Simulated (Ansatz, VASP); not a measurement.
# One calculation of Be2Sn, two programs

```
CELL_PARAMETERS angstrom
0.00000 2.90560 2.90560
2.90560 0.00000 2.90560
2.90560 2.90560 0.00000
ATOMIC_POSITIONS crystal
Be 0.25000 0.25000 0.25000
Be 0.75000 0.75000 0.75000
Sn 0.00000 0.00000 0.00000
```

Change from the starting cell: species swapped into the Mg2Si type (Fm-3m, No. 225).

Alike in both runs: functional PBE; k mesh 6 × 6 × 6; occupations gaussian, width 0.1 eV; no spin polarisation.

Ansatz relaxed the structure, and its values are those at the end. VASP's run is a single point on that final structure, the one shown.

|  | VASP | Ansatz |
| --- | --- | --- |
| version | VASP 6.6.1 | Ansatz 0.2.0 |
| potentials or method | VASP PAW PBE potentials, release 64 (Be, Sn_d) | scalar-relativistic, plane waves, PAW |
| plane-wave cutoff (eV) | 520 | 420 |
| valence electrons in the cell | 18 | 18 |

```csv
,VASP,Ansatz,Ansatz less VASP
gap on the k mesh at the Fermi level (eV),none,none,-
pressure (GPa),0.0,0.0,+0.01
```

A gap of «none» marks a metal or a gap that the smearing closes.
